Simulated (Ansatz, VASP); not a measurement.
B3Pd: VASP beside Ansatz

```
B Pd
1.0
     0.00000    2.62252    2.62252
     2.62252    0.00000    2.62252
     2.62252    2.62252    0.00000
B Pd
3 1
Direct
  0.00000 0.00000 0.00000
  0.25000 0.25000 0.25000
  0.75000 0.75000 0.75000
  0.50000 0.50000 0.50000
```

Alike in both runs: functional PBE; k mesh 6 × 6 × 6; occupations gaussian, width 0.1 eV; no spin polarisation.

Ansatz relaxed the structure, and its values are those at the end. VASP's run is a single point on that final structure, the one shown.

|  | VASP | Ansatz |
| --- | --- | --- |
| version | VASP 6.6.1 | Ansatz 0.2.0 |
| potentials or method | VASP PAW PBE potentials, release 64 (B, Pd) | scalar-relativistic, plane waves, PAW |
| plane-wave cutoff (eV) | 520 | 420 |
| valence electrons in the cell | 19 | 27 |

```csv
,VASP,Ansatz,Ansatz less VASP
gap on the k mesh at the Fermi level (eV),none,none,-
pressure (GPa),0.0,0.0,+0.04
```

A gap of «none» marks a metal or a gap that the smearing closes. With one functional, cell and mesh, what is left measures potentials, basis and numerics. The two sets of potentials don't hold the same shells in valence.
